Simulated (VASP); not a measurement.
A convergence study with VASP on WSe2: one setting is varied, all else stays as given below, so the limit is that of these other settings.

```
WSe2
1.0
    3.29640     0.00000     0.00000
   -1.64820     2.85477     0.00000
    0.00000     0.00000    23.87280
W Se
2 4
Direct
  0.66667   0.33333   0.63640
  0.33333   0.66667   0.36360
  0.66667   0.33333   0.43398
  0.33333   0.66667   0.70678
  0.33333   0.66667   0.56602
  0.66667   0.33333   0.29322
```

Level of theory: PBEsol GGA, VASP's PBE PAW potentials (set 64) (plane waves; VASP). The tightest run used: 300 eV cut-off, 21×21×1 Γ-centred mesh, Fermi-Dirac smearing of 0.050 eV, potentials W_sv Se.

| setting | E (eV/atom) | largest force (eV/Å) | irreducible k-points |
|---|---|---|---|
| 2×2×1 mesh | -7.3919 | 0.109 | 2 |
| 3×3×1 mesh | -7.7391 | 0.487 | 3 |
| 4×4×1 mesh | -7.7656 | 0.305 | 4 |

These are the cheaper rows. Estimate the results at 21×21×1 mesh, and how far the last row shown lies from them.

```
quantity              tightest run  last row shown is off by
--------------------  ------------  ------------------------
E (eV/atom)                -7.7485                   -0.0171
largest force (eV/Å)         0.244                     0.061
```

Left out are rungs that failed or repeat a setting and relaxations that didn't move; long series are thinned to 24 rows.

The cell is a sheet or thin cut with vacuum, built from a generated structure.
